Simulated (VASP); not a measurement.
# Ca3ZrN3 (Pm-3m) in VASP: further runs

One crystal, Ca3ZrN3, is run at these levels: PBE; tasks: equation of state.

Program: VASP 6.6.1. These are calculated values, not measurements. Logs are shortened: lines on timing, memory, paths and dates and some standing lists are left out, and cuts for length are marked.

### 1 The structure

It takes space group Pm-3m (No. 221, cubic). The conventional cell has a = 4.800 Å, b = 4.800 Å, c = 4.800 Å, α = 90.00°, β = 90.00°, γ = 90.00°. Ca (site symmetry 4/mmm) has 4 N at 2.40 Å as nearest neighbours. Around Zr (site symmetry m-3m) lie 6 N at 2.40 Å. N (site symmetry 4/mmm) is surrounded by 4 Ca at 2.40 Å and 2 Zr at 2.40 Å.

The cell was built by a generator and needn't be a form met in nature.

### 2 Equation of state, PBE, 15.80 Å³/atom

The input, INCAR:

```
PREC     = Accurate       # precision mode
ENCUT    = 520            # plane-wave cutoff, eV
EDIFF    = 1E-6           # SCF threshold, eV
ISMEAR   = 0              # smearing method
SIGMA    = 0.1            # smearing width, eV
LREAL    = F              # projectors in reciprocal space
LASPH    = T              # aspherical terms in the spheres
NELM     = 100            # most SCF steps
ALGO     = Normal         # electronic algorithm
ISIF     = 4              # what is computed and relaxed
LWAVE    = F              # write WAVECAR
LCHARG   = F              # write CHGCAR
GGA      = PE             # functional
IBRION   = 2              # ionic algorithm
NSW      = 30             # ionic steps
EDIFFG   = -0.02          # ionic threshold
```

The input, KPOINTS:

```
regular mesh
0
Gamma
  6 6 6
```

The input, POSCAR:

```
Ca3ZrN3
1.0
    4.8001500000      0.0000000000      0.0000000000
    0.0000000000      4.8001500000      0.0000000000
    0.0000000000      0.0000000000      4.8001500000
Ca Zr N
3 1 3
Direct
    0.0000000000      0.5000000000      0.5000000000
    0.5000000000      0.0000000000      0.5000000000
    0.5000000000      0.5000000000      0.0000000000
    0.0000000000      0.0000000000      0.0000000000
    0.5000000000      0.0000000000      0.0000000000
    0.0000000000      0.5000000000      0.0000000000
    0.0000000000      0.0000000000      0.5000000000
```

Potentials or basis: VASP PAW PBE potentials, release 64 (Ca_sv, Zr_sv, N).

Launch:

```sh
> cat potpaw_PBE.64/Ca_sv/POTCAR potpaw_PBE.64/Zr_sv/POTCAR potpaw_PBE.64/N/POTCAR > POTCAR
> mpirun -np 1 vasp_std > vasp.out
```

OUTCAR:

```text
PREC = Accurate
   ENCUT = 520
   EDIFF = 1E-6
   ISMEAR = 0
   LREAL = F
   LASPH = T
   NELM = 100
   ISIF = 4
   GGA = PE
   IBRION = 2
   NSW = 30
   EDIFFG = -0.02

 ion  position               nearest neighbor table
   1  0.000  0.500  0.500-   6 2.40   7 2.40   6 2.40   7 2.40   4 3.39   4 3.39   4 3.39   4 3.39

   2  0.500  0.000  0.500-   5 2.40   7 2.40   5 2.40   7 2.40   4 3.39   4 3.39   4 3.39   4 3.39

   3  0.500  0.500  0.000-   5 2.40   6 2.40   5 2.40   6 2.40   4 3.39   4 3.39   4 3.39   4 3.39

   4  0.000  0.000  0.000-   5 2.40   6 2.40   7 2.40   7 2.40   6 2.40   5 2.40   1 3.39   2 3.39
                             1 3.39   1 3.39   3 3.39   2 3.39   1 3.39   2 3.39   3 3.39   3 3.39
   5  0.500  0.000  0.000-   2 2.40   3 2.40   4 2.40   2 2.40   3 2.40   4 2.40
   6  0.000  0.500  0.000-   1 2.40   3 2.40   4 2.40   1 2.40   4 2.40   3 2.40
   7  0.000  0.000  0.500-   1 2.40   2 2.40   4 2.40   4 2.40   1 2.40   2 2.40

  LATTYP: Found a simple cubic cell.
 ALAT       =     4.8001500000

  Lattice vectors:

 A1 = (   4.8001500000,   0.0000000000,   0.0000000000)
 A2 = (   0.0000000000,   4.8001500000,   0.0000000000)
 A3 = (   0.0000000000,   0.0000000000,   4.8001500000)

Analysis of symmetry for initial positions (statically):
=====================================================================
 Subroutine PRICEL returns:
 Original cell was already a primitive cell.

 Routine SETGRP: Setting up the symmetry group for a
 simple cubic supercell.

 Subroutine GETGRP returns: Found 48 space group operations
 (whereof 48 operations were pure point group operations)
 out of a pool of 48 trial point group operations.

The static configuration has the point symmetry O_h .

Analysis of symmetry for dynamics (positions and initial velocities):
=====================================================================
 Subroutine PRICEL returns:
 Original cell was already a primitive cell.

 Routine SETGRP: Setting up the symmetry group for a
 simple cubic supercell.

 Subroutine GETGRP returns: Found 48 space group operations
 (whereof 48 operations were pure point group operations)
 out of a pool of 48 trial point group operations.

The dynamic configuration has the point symmetry O_h .

 Subroutine INISYM returns: Found 48 space group operations
 (whereof 48 operations are pure point group operations),
 and found     1 'primitive' translations

----------------------------------------------------------------------------------------

                                     Primitive cell

  volume of cell :     110.6024

  direct lattice vectors                    reciprocal lattice vectors
     4.800150000  0.000000000  0.000000000     0.208326823  0.000000000  0.000000000
     0.000000000  4.800150000  0.000000000     0.000000000  0.208326823  0.000000000
     0.000000000  0.000000000  4.800150000     0.000000000  0.000000000  0.208326823

  length of vectors
     4.800150000  4.800150000  4.800150000     0.208326823  0.208326823  0.208326823

  position of ions in fractional coordinates (direct lattice)
     0.000000000  0.500000000  0.500000000
     0.500000000  0.000000000  0.500000000
     0.500000000  0.500000000  0.000000000
     0.000000000  0.000000000  0.000000000
     0.500000000  0.000000000  0.000000000
     0.000000000  0.500000000  0.000000000
     0.000000000  0.000000000  0.500000000

  ion indices of the primitive-cell ions
   primitive index   ion index
                 1           1
                 2           2
                 3           3
                 4           4
                 5           5
                 6           6
                 7           7

----------------------------------------------------------------------------------------

 KPOINTS: regular mesh

Automatic generation of k-mesh.
 Grid dimensions read from file:
 generate k-points for:    6    6    6

 Generating k-lattice:

  Cartesian coordinates                     Fractional coordinates (reciprocal lattice)
     0.034721137  0.000000000  0.000000000     0.166666667  0.000000000  0.000000000
     0.000000000  0.034721137  0.000000000     0.000000000  0.166666667  0.000000000
     0.000000000  0.000000000  0.034721137     0.000000000  0.000000000  0.166666667

  Length of vectors
     0.034721137  0.034721137  0.034721137

  Shift w.r.t. Gamma in fractional coordinates (k-lattice)
     0.000000000  0.000000000  0.000000000

 Subroutine IBZKPT returns following result:
 ===========================================

 Found     20 irreducible k-points:

 Following reciprocal coordinates:
            Coordinates               Weight
  0.000000  0.000000  0.000000      1.000000
  0.166667  0.000000  0.000000      6.000000
  0.333333  0.000000  0.000000      6.000000
  0.500000  0.000000  0.000000      3.000000
  0.166667  0.166667  0.000000     12.000000
  0.333333  0.166667  0.000000     24.000000
[... 12 lines left out ...]
  0.500000  0.500000  0.333333      6.000000
  0.500000  0.500000  0.500000      1.000000
   k-points           NKPTS =     20   k-points in BZ     NKDIM =     20   number of bands    NBANDS=     34
   number of dos      NEDOS =    301   number of ions     NIONS =      7
   total plane-waves  NPLWV =  46656
   dimension x,y,z NGX =    36 NGY =   36 NGZ =   36
   dimension x,y,z NGXF=    72 NGYF=   72 NGZF=   72
   ions per type =               3   1   3
   NGX,Y,Z   is equivalent  to a cutoff of  12.47, 12.47, 12.47 a.u.
   NGXF,Y,Z  is equivalent  to a cutoff of  24.94, 24.94, 24.94 a.u.
 SYSTEM =  unknown system
   PREC   = accura    normal or accurate (medium, high low for compatibility)
   ISTART =      0    job   : 0-new  1-cont  2-samecut
   ICHARG =      2    charge: 1-file 2-atom 10-const
   ISPIN  =      1    spin polarized calculation?
   LNONCOLLINEAR =      F non collinear calculations
   LSORBIT =      F    spin-orbit coupling
   LASPH  =      T    aspherical Exc in radial PAW
   ENCUT  =  520.0 eV  38.22 Ry    6.18 a.u.   8.93  8.93  8.93*2*pi/ulx,y,z
   NELM   =    100;   NELMIN=  2; NELMDL= -5     # of ELM steps
   EDIFF  = 0.1E-05   stopping-criterion for ELM
   LREAL  =      F    real-space projection
   EDIFFG = -.2E-01   stopping-criterion for IOM
   NSW    =     30    number of steps for IOM
   IBRION =      2    ionic relax: 0-MD 1-quasi-New 2-CG
   NFREE  =      1    steps in history (QN), initial steepest desc. (CG)
   ISIF   =      4    stress and relaxation
   ISYM   =      2    0-nonsym 1-usesym 2-fastsym
   POTIM  = 0.5000    time-step for ionic-motion
   TEBEG  =    0.0;   TEEND  =   0.0 temperature during run
   PSTRESS=    0.0 pullay stress
   NELECT =      57.0000    total number of electrons
   NUPDOWN=      -1.0000    fix difference up-down
   EMIN   =  10.00;   EMAX   =-10.00  energy-range for DOS
   EFERMI =   0.00;   METHOD = LEGACY
   ISMEAR =     0;   SIGMA  =   0.10  broadening in eV -4-tet -1-fermi 0-gaus
   EFERMI_NEDOS =   21; number of points for ismear=-14 and -15
   IALGO  =     38    algorithm
   IMIX   =      4    mixing-type and parameters
     AMIX     =   0.40;   BMIX     =  1.00
     AMIX_MAG =   1.60;   BMIX_MAG =  1.00
  volume/ion in A,a.u.               =      15.80       106.63
  Fermi-wavevector in a.u.,A,eV,Ry     =   1.312537  2.480336 23.439492  1.722754
  Thomas-Fermi vector in A             =   2.442923
   LORBIT       =      0    0 simple, 1 ext, 2 COOP (PROOUT), +10 PAW based schemes
   GGA     = PE    functional components
   LHFCALC =     F    Hartree Fock is set to
   AEXX    =    0.0000 exact exchange contribution
   IVDW    =     0    specifies the selected vdW correction
   LEPSILON=     F    determine dielectric tensor
   LRPA    =     F    only Hartree local field effects (RPA)
 conjugate gradient relaxation of ions
 non-spin polarized calculation
 Gauss-broadening in eV      SIGMA  =   0.10
  energy-cutoff  :      520.00
  volume of cell :      110.60
 maximum number of plane-waves:      3016
 NGX is ok and might be reduce to    36
   NGX = 17   NGY = 17   NGZ = 17

 number of electron      56.9999976 magnetization

 Free energy of the ion-electron system (eV)
  ---------------------------------------------------
  ext. energy  EPLUGINS =         0.00000000
  ---------------------------------------------------
  free energy    TOTEN  =       -46.36207365 eV

  energy without entropy =      -46.35288748  energy(sigma->0) =      -46.35748056

 E-fermi :   5.3937     XC(G=0): -10.5337

 val. band max:        5.3774305174   @ k =   0.0000   0.0000   0.0000
 cond. band min:       5.4056160846   @ k =   0.3333   0.3333   0.0000
 fundamental gap:      0.0281855673
 Fermi energy:         5.3937318004

 k-point     1 :       0.0000    0.0000    0.0000
  band No.  band energies     occupation
      1     -43.8475      2.00000
      2     -34.1637      2.00000
      3     -34.0651      2.00000
      4     -34.0651      2.00000
      5     -21.8404      2.00000
      6     -21.8404      2.00000
[... 26 lines left out ...]
     33       8.6044      0.00000
     34       8.6044      0.00000

 k-point     2 :       0.1667    0.0000    0.0000
  band No.  band energies     occupation
      1     -43.8475      2.00000
      2     -34.1579      2.00000
      3     -34.0709      2.00000
      4     -34.0649      2.00000
      5     -21.8450      2.00000
      6     -21.8398      2.00000
[... 26 lines left out ...]
     33       8.4004      0.00000
     34       8.7811      0.00000
[... 627 lines left out ...]
     33       8.7428      0.00000
     34       8.7440      0.00000

 k-point    20 :       0.5000    0.5000    0.5000
  band No.  band energies     occupation
      1     -43.8467      2.00000
      2     -34.0964      2.00000
      3     -34.0964      2.00000
      4     -34.0964      2.00000
      5     -21.8664      2.00000
      6     -21.8664      2.00000
[... 26 lines left out ...]
     33       9.0689      0.00000
     34       9.0689      0.00000

------------------------ aborting loop because EDIFF is reached ----------------------------------------

  FORCE on cell =-STRESS in cart. coord.  units (eV):
  Direction    XX          YY          ZZ          XY          YZ          ZX
  --------------------------------------------------------------------------------------
  -------------------------------------------------------------------------------------
  Total       -0.0039637     -0.0039637     -0.0039637      0.0000000     -0.0000000      0.0000000
  in kB       -0.0574175     -0.0574175     -0.0574175      0.0000000     -0.0000000      0.0000000
  external PRESSURE =      -0.0574175 kB  Pullay stress =       0.0000000 kB

 VOLUME and BASIS-vectors are now :
 -----------------------------------------------------------------------------
  energy-cutoff  :      520.00
  volume of cell :      110.60
      direct lattice vectors                 reciprocal lattice vectors
     4.800150000  0.000000000  0.000000000     0.208326823  0.000000000  0.000000000
     0.000000000  4.800150000  0.000000000     0.000000000  0.208326823  0.000000000
     0.000000000  0.000000000  4.800150000     0.000000000  0.000000000  0.208326823

 POSITION                                       TOTAL-FORCE (eV/Angst)
 -----------------------------------------------------------------------------------
      0.00000      2.40008      2.40008         0.000000      0.000000      0.000000
      2.40008      0.00000      2.40008         0.000000      0.000000      0.000000
      2.40008      2.40008      0.00000         0.000000      0.000000      0.000000
      0.00000      0.00000      0.00000         0.000000      0.000000      0.000000
      2.40008      0.00000      0.00000         0.000000      0.000000      0.000000
      0.00000      2.40008      0.00000         0.000000      0.000000      0.000000
      0.00000      0.00000      2.40008         0.000000      0.000000      0.000000
 -----------------------------------------------------------------------------------
    total drift:                                0.000000      0.000000      0.000000

  FREE ENERGIE OF THE ION-ELECTRON SYSTEM (eV)
  ---------------------------------------------------
  free  energy   TOTEN  =       -46.3620736491 eV

  energy  without entropy=      -46.3528874807  energy(sigma->0) =      -46.35748056

 reached required accuracy - stopping structural energy minimisation
```

Wall time 27 s (1 thread of Intel Xeon 6975P-C (Granite Rapids), shared host); peak memory 0.24 GiB.

What came out:

```yaml
Free_energy: -46.3621 eV
Pressure: 0.0 GPa
Band_gap_on_the_k_mesh: none (metal or under the smearing width)
```

### 3 Equation of state, PBE, 15.33 Å³/atom (volume scaled by 0.97)

INCAR is that of step 2.

KPOINTS is that of step 2.

Changes to POSCAR since step 2:

```diff
@@ -2,5 +2,5 @@
 1.0
-    4.8001500000      0.0000000000      0.0000000000
-    0.0000000000      4.8001500000      0.0000000000
-    0.0000000000      0.0000000000      4.8001500000
+    4.7516603211      0.0000000000      0.0000000000
+    0.0000000000      4.7516603211      0.0000000000
+    0.0000000000      0.0000000000      4.7516603211
 Ca Zr N
```

Potentials or basis: VASP PAW PBE potentials, release 64 (Ca_sv, Zr_sv, N).

Launch:

```sh
> cat potpaw_PBE.64/Ca_sv/POTCAR potpaw_PBE.64/Zr_sv/POTCAR potpaw_PBE.64/N/POTCAR > POTCAR
> mpirun -np 1 vasp_std > vasp.out
```

It took 28 s on 1 thread of Intel Xeon 6975P-C (Granite Rapids), shared host; peak memory 0.24 GiB.

Results (log left out):

```yaml
Free_energy: -46.3223 eV
Pressure: 3.7 GPa
Band_gap_on_the_k_mesh: none (metal or under the smearing width)
```

### 4 Equation of state, PBE, 16.27 Å³/atom (volume scaled by 1.03)

INCAR is that of step 3.

KPOINTS is that of step 3.

Changes to POSCAR since step 3:

```diff
@@ -2,5 +2,5 @@
 1.0
-    4.7516603211      0.0000000000      0.0000000000
-    0.0000000000      4.7516603211      0.0000000000
-    0.0000000000      0.0000000000      4.7516603211
+    4.8476793287      0.0000000000      0.0000000000
+    0.0000000000      4.8476793287      0.0000000000
+    0.0000000000      0.0000000000      4.8476793287
 Ca Zr N
```

Launch:

```sh
> cat potpaw_PBE.64/Ca_sv/POTCAR potpaw_PBE.64/Zr_sv/POTCAR potpaw_PBE.64/N/POTCAR > POTCAR
> mpirun -np 1 vasp_std > vasp.out
```

Run time: 28 s. Hardware: 1 thread of Intel Xeon 6975P-C (Granite Rapids), shared host; peak memory 0.24 GiB.

It converged, with:

```
Free energy            : -46.3302 eV
Pressure               : -3.2 GPa
Band gap on the k mesh : none (metal or under the smearing width)
```

### 5 Equation of state, PBE, 14.85 Å³/atom (volume scaled by 0.94)

INCAR is that of step 4.

KPOINTS is that of step 4.

Changes to POSCAR since step 4:

```diff
@@ -2,5 +2,5 @@
 1.0
-    4.8476793287      0.0000000000      0.0000000000
-    0.0000000000      4.8476793287      0.0000000000
-    0.0000000000      0.0000000000      4.8476793287
+    4.7021602598      0.0000000000      0.0000000000
+    0.0000000000      4.7021602598      0.0000000000
+    0.0000000000      0.0000000000      4.7021602598
 Ca Zr N
```

Launch:

```sh
> cat potpaw_PBE.64/Ca_sv/POTCAR potpaw_PBE.64/Zr_sv/POTCAR potpaw_PBE.64/N/POTCAR > POTCAR
> mpirun -np 1 vasp_std > vasp.out
```

Run time: 27 s. Hardware: 1 thread of Intel Xeon 6975P-C (Granite Rapids), shared host; peak memory 0.24 GiB.

Results (log left out):

```yaml
Free_energy: -46.1988 eV
Pressure: 8.1 GPa
Band_gap_on_the_k_mesh: none (metal or under the smearing width)
```

### 6 Equation of state, PBE, 16.75 Å³/atom (volume scaled by 1.06)

INCAR is that of step 5.

KPOINTS is that of step 5.

Changes to POSCAR since step 5:

```diff
@@ -2,5 +2,5 @@
 1.0
-    4.7021602598      0.0000000000      0.0000000000
-    0.0000000000      4.7021602598      0.0000000000
-    0.0000000000      0.0000000000      4.7021602598
+    4.8942944896      0.0000000000      0.0000000000
+    0.0000000000      4.8942944896      0.0000000000
+    0.0000000000      0.0000000000      4.8942944896
 Ca Zr N
```

Potentials or basis: VASP PAW PBE potentials, release 64 (Ca_sv, Zr_sv, N).

Launch:

```sh
> cat potpaw_PBE.64/Ca_sv/POTCAR potpaw_PBE.64/Zr_sv/POTCAR potpaw_PBE.64/N/POTCAR > POTCAR
> mpirun -np 1 vasp_std > vasp.out
```

It took 28 s on 1 thread of Intel Xeon 6975P-C (Granite Rapids), shared host; peak memory 0.24 GiB.

It converged, with:

| Item | Value |
| --- | --- |
| Free energy | -46.2371 eV |
| Pressure | -5.9 GPa |
| Band gap on the k mesh | none (metal or under the smearing width) |

### 7 Equation of state, PBE, 14.38 Å³/atom (volume scaled by 0.91)

INCAR is that of step 6.

KPOINTS is that of step 6.

Changes to POSCAR since step 6:

```diff
@@ -2,5 +2,5 @@
 1.0
-    4.8942944896      0.0000000000      0.0000000000
-    0.0000000000      4.8942944896      0.0000000000
-    0.0000000000      0.0000000000      4.8942944896
+    4.6515954779      0.0000000000      0.0000000000
+    0.0000000000      4.6515954779      0.0000000000
+    0.0000000000      0.0000000000      4.6515954779
 Ca Zr N
```

Launch:

```sh
> cat potpaw_PBE.64/Ca_sv/POTCAR potpaw_PBE.64/Zr_sv/POTCAR potpaw_PBE.64/N/POTCAR > POTCAR
> mpirun -np 1 vasp_std > vasp.out
```

Wall time 27 s (1 thread of Intel Xeon 6975P-C (Granite Rapids), shared host); peak memory 0.24 GiB.

The run converged. Its results:

```yaml
Free_energy: -45.9772 eV
Pressure: 13.2 GPa
Band_gap_on_the_k_mesh: none (metal or under the smearing width)
```

### 8 Equation of state, PBE, 17.22 Å³/atom (volume scaled by 1.09)

INCAR is that of step 7.

KPOINTS is that of step 7.

Changes to POSCAR since step 7:

```diff
@@ -2,5 +2,5 @@
 1.0
-    4.6515954779      0.0000000000      0.0000000000
-    0.0000000000      4.6515954779      0.0000000000
-    0.0000000000      0.0000000000      4.6515954779
+    4.9400382109      0.0000000000      0.0000000000
+    0.0000000000      4.9400382109      0.0000000000
+    0.0000000000      0.0000000000      4.9400382109
 Ca Zr N
```

Launch:

```sh
> cat potpaw_PBE.64/Ca_sv/POTCAR potpaw_PBE.64/Zr_sv/POTCAR potpaw_PBE.64/N/POTCAR > POTCAR
> mpirun -np 1 vasp_std > vasp.out
```

Run time: 37 s. Hardware: 1 thread of Intel Xeon 6975P-C (Granite Rapids), shared host; peak memory 0.28 GiB.

Results (log left out):

* Free energy: -46.0915 eV
* Pressure: -8.3 GPa
* Band gap on the k mesh: none (metal or under the smearing width)
